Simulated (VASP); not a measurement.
A VASP calculation is set up with these files.

**INCAR**
```
SYSTEM = Gd
PREC = Accurate
ENCUT = 400
EDIFF = 1E-6
NELM = 60
ALGO = VeryFast
LREAL = .FALSE.
LASPH = .TRUE.
ISMEAR = 1
SIGMA = 0.1
GGA = PE
LMAXMIX = 6
LWAVE = .FALSE.
LCHARG = .FALSE.
ISIF = 2
NELMDL = -1
```

File POSCAR:
```
Gd
1
    1.8513000000    -3.2065450000     0.0000000000
    1.8513000000     3.2065450000     0.0000000000
    0.0000000000     0.0000000000     5.8956000000
Gd
2
Direct
  0.3333330000   0.6666670000   0.2500000000
  0.6666670000   0.3333330000   0.7500000000
```

KPOINTS:
```
Automatic mesh
0
Gamma
9 9 5
0 0 0
```

POTCAR, in this order: Gd_3 (PBE.64 set). Program: vasp_std.

The resulting files:

**standard output**
```
...
RMM:  21     0.691090393760E+03    0.26558E+00   -0.15345E+00  1872   0.353E+01    0.908E+01
RMM:  22     0.691290416553E+03    0.20002E+00   -0.35005E-01  1872   0.342E+01    0.753E+01
RMM:  23     0.691457726660E+03    0.16731E+00   -0.16572E+00  1872   0.334E+01    0.497E+01
RMM:  24     0.691681705326E+03    0.22398E+00    0.34071E-01  1872   0.330E+01    0.201E+01
RMM:  25     0.691606109545E+03   -0.75596E-01   -0.10054E+00  1872   0.320E+01    0.361E+00
RMM:  26     0.691550363504E+03   -0.55746E-01   -0.32891E-01  1872   0.309E+01    0.104E+01
RMM:  27     0.691496866148E+03   -0.53497E-01   -0.46010E-01  1872   0.297E+01    0.106E+01
RMM:  28     0.691382136208E+03   -0.11473E+00   -0.11553E+00  1872   0.286E+01    0.807E+00
RMM:  29     0.691320445184E+03   -0.61691E-01   -0.59124E-01  1872   0.277E+01    0.920E+00
RMM:  30     0.691270086346E+03   -0.50359E-01   -0.48768E-01  1872   0.269E+01    0.962E+00
RMM:  31     0.691221773394E+03   -0.48313E-01   -0.46096E-01  1872   0.262E+01    0.104E+01
RMM:  32     0.691192169456E+03   -0.29604E-01   -0.28173E-01  1872   0.256E+01    0.107E+01
RMM:  33     0.691165432035E+03   -0.26737E-01   -0.25642E-01  1872   0.249E+01    0.106E+01
RMM:  34     0.691160019219E+03   -0.54128E-02   -0.44028E-02  1872   0.244E+01    0.107E+01
RMM:  35     0.691153082137E+03   -0.69371E-02   -0.56710E-02  1872   0.238E+01    0.117E+01
RMM:  36     0.691159573404E+03    0.64913E-02    0.73888E-02  1872   0.234E+01    0.118E+01
RMM:  37     0.691159548750E+03   -0.24654E-04   -0.55301E-03  1872   0.228E+01    0.100E+01
RMM:  38     0.691184415981E+03    0.24867E-01    0.25384E-01  1872   0.224E+01    0.907E+00
RMM:  39     0.691201186682E+03    0.16771E-01    0.17580E-01  1872   0.219E+01    0.712E+00
RMM:  40     0.691241757897E+03    0.40571E-01    0.40833E-01  1872   0.215E+01    0.721E+00
RMM:  41     0.691242513057E+03    0.75516E-03    0.45726E-02  1871   0.211E+01    0.615E+00
RMM:  42     0.691256820632E+03    0.14308E-01    0.18496E-01  1871   0.207E+01    0.641E+00
RMM:  43     0.691253662887E+03   -0.31577E-02    0.25198E-02  1871   0.203E+01    0.455E+00
RMM:  44     0.691293400345E+03    0.39737E-01    0.39539E-01  1872   0.199E+01    0.358E+00
RMM:  45     0.691318989891E+03    0.25590E-01    0.26809E-01  1872   0.196E+01    0.232E+00
RMM:  46     0.691361179862E+03    0.42190E-01    0.42893E-01  1872   0.192E+01    0.186E+00
RMM:  47     0.691386892807E+03    0.25713E-01    0.26329E-01  1872   0.189E+01    0.181E+00
RMM:  48     0.691420627865E+03    0.33735E-01    0.34576E-01  1872   0.186E+01    0.198E+00
RMM:  49     0.691439667263E+03    0.19039E-01    0.20239E-01  1872   0.183E+01    0.202E+00
RMM:  50     0.691475757385E+03    0.36090E-01    0.35217E-01  1872   0.181E+01    0.191E+00
RMM:  51     0.691503084636E+03    0.27327E-01    0.27238E-01  1872   0.178E+01    0.192E+00
RMM:  52     0.691541060759E+03    0.37976E-01    0.41605E-01  1872   0.175E+01    0.242E+00
RMM:  53     0.691569390098E+03    0.28329E-01    0.33501E-01  1872   0.173E+01    0.240E+00
RMM:  54     0.691594065384E+03    0.24675E-01    0.26344E-01  1872   0.170E+01    0.244E+00
RMM:  55     0.691614613755E+03    0.20548E-01    0.19926E-01  1872   0.168E+01    0.254E+00
RMM:  56     0.691640879510E+03    0.26266E-01    0.26425E-01  1872   0.166E+01    0.271E+00
RMM:  57     0.691661854505E+03    0.20975E-01    0.21821E-01  1872   0.164E+01    0.250E+00
RMM:  58     0.691686693778E+03    0.24839E-01    0.25019E-01  1872   0.161E+01    0.252E+00
RMM:  59     0.691709057266E+03    0.22363E-01    0.20172E-01  1871   0.160E+01    0.253E+00
RMM:  60     0.691731518103E+03    0.22461E-01    0.19869E-01  1871   0.158E+01

 -----------------------------------------------------------------------------
|                                                                             |
|           W    W    AA    RRRRR   N    N  II  N    N   GGGG   !!!           |
|           W    W   A  A   R    R  NN   N  II  NN   N  G    G  !!!           |
|           W    W  A    A  R    R  N N  N  II  N N  N  G       !!!           |
|           W WW W  AAAAAA  RRRRR   N  N N  II  N  N N  G  GGG   !            |
|           WW  WW  A    A  R   R   N   NN  II  N   NN  G    G                |
|           W    W  A    A  R    R  N    N  II  N    N   GGGG   !!!           |
|                                                                             |
|     The electronic self-consistency was not achieved in the given           |
|     number of steps (NELM). The forces and other quantities evaluated       |
|     might not be reliable so examine the results carefully. If you find     |
|     spurious results, we suggest increasing NELM, if you were close to      |
|     convergence or switching to a different ALGO or adjusting the           |
|     density mixing parameters otherwise.                                    |
|                                                                             |
 -----------------------------------------------------------------------------

   1 F= 0.69173152E+03 E0= 0.69173160E+03  d E =-.246216E-03
```

File OUTCAR:
```
------------------------ aborting loop EDIFF was not reached (unconverged)  ----------------------------
  FORCE on cell =-STRESS in cart. coord.  units (eV):
  Direction    XX          YY          ZZ          XY          YZ          ZX
  --------------------------------------------------------------------------------------
  Total      156.0288910    156.0288268    166.4920051      0.0000000     -0.0000000      0.0000000
  in kB     3571.4408203   3571.4393499   3810.9374432      0.0000000     -0.0000000      0.0000000
  external PRESSURE =    3651.2725378 kB  Pullay stress =       0.0000000 kB
  volume of cell :       70.00
      direct lattice vectors                 reciprocal lattice vectors
     1.851300000 -3.206545000  0.000000000     0.270080484 -0.155931072  0.000000000
     1.851300000  3.206545000  0.000000000     0.270080484  0.155931072  0.000000000
     0.000000000  0.000000000  5.895600000     0.000000000  0.000000000  0.169618020
 POSITION                                       TOTAL-FORCE (eV/Angst)
 -----------------------------------------------------------------------------------
      1.85130      1.06885      1.47390         0.000000      0.000000      0.000000
      1.85130     -1.06885      4.42170        -0.000000     -0.000000      0.000000
 -----------------------------------------------------------------------------------
    total drift:                               -0.000000      0.000041      0.000012
  FREE ENERGIE OF THE ION-ELECTRON SYSTEM (eV)
  ---------------------------------------------------
  free  energy   TOTEN  =       691.7315181027 eV

  energy  without entropy=      691.7317643189  energy(sigma->0) =      691.73160017
```
(Selected blocks of OUTCAR.)

Q: Read input and log: which fault does this run have?
(A) ICHARG = 11 asks for a fixed density, but there is no CHGCAR
(B) the lattice vectors form a left-handed set
(C) ALGO = VeryFast starts from random orbitals with almost no delay (NELMDL = -1)
(D) POTCAR lists the elements in another order than POSCAR

A: C, ALGO = VeryFast starts from random orbitals with almost no delay (NELMDL = -1). Convergence was not reached. Against the sound run, the energy per atom (σ→0) rises by 350.435 eV/atom; the pressure rises by 367.43 GPa.

To mend it, set ALGO = Normal, remove NELMDL.

The mended run (PBE GGA, plane waves, VASP's PBE PAW potentials (set 64)) converges, and its OSZICAR ends with
```
   1 F= -.91366176E+01 E0= -.91380531E+01  d E =0.430651E-02
```

The compound is Gd in the hcp structure. The cell was not relaxed at this level. The 4f electrons are frozen in the core of the lanthanide potential, so 4f levels, which can set the real gap, and their magnetism are missing.
